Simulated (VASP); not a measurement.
Runs of VASP 6.6.1 on Zn4H. The structure is cubic, space group Pm-3m (No. 221). The conventional cell has a = 3.897 Å, b = 3.897 Å, c = 3.897 Å, α = 90.00°, β = 90.00°, γ = 90.00°. Zn (site symmetry 4/mmm) is surrounded by 2 H at 1.95 Å. Zn (site symmetry m-3m) is surrounded by 12 Zn at 2.76 Å. Around H (site symmetry m-3m) lie 6 Zn at 1.95 Å. The cell was built by a generator and needn't be a form met in nature.

| task | level | cell | cutoff (eV) | smearing | gap on the mesh (eV) | pressure (GPa) | relaxed volume (Å³/atom) |
| --- | --- | --- | --- | --- | --- | --- | --- |
| single point | PBE | as given | 520 | fermi-dirac 0.05 eV | none | 9.9 | - |
| relaxation of cell and atoms | RPBE | relaxed | 600 | gaussian 0.05 eV | none | 0.0 | 13.94 |
| relaxation of cell and atoms | vdW-DF-cx | relaxed | 600 | fermi-dirac 0.05 eV | none | 0.0 | 12.67 |
| relaxation of cell and atoms | PBE | relaxed | 600 | gaussian 0.05 eV | none | 0.0 | (a) |

Alike in all rows: potentials or basis VASP PAW PBE potentials, release 64 (Zn, H); no spin polarisation; k mesh 7 × 7 × 7.

**Question.** Estimate the missing entries.

**Answer.** (a) 13.34.

Caveats: the PAW data sets were made with another functional, which shifts forces and pressure a little (some runs); the volume moved by over 15 % at a fixed basis, so the end points are rough (some runs).

A gap of «none» marks a metal or a gap under the smearing width.
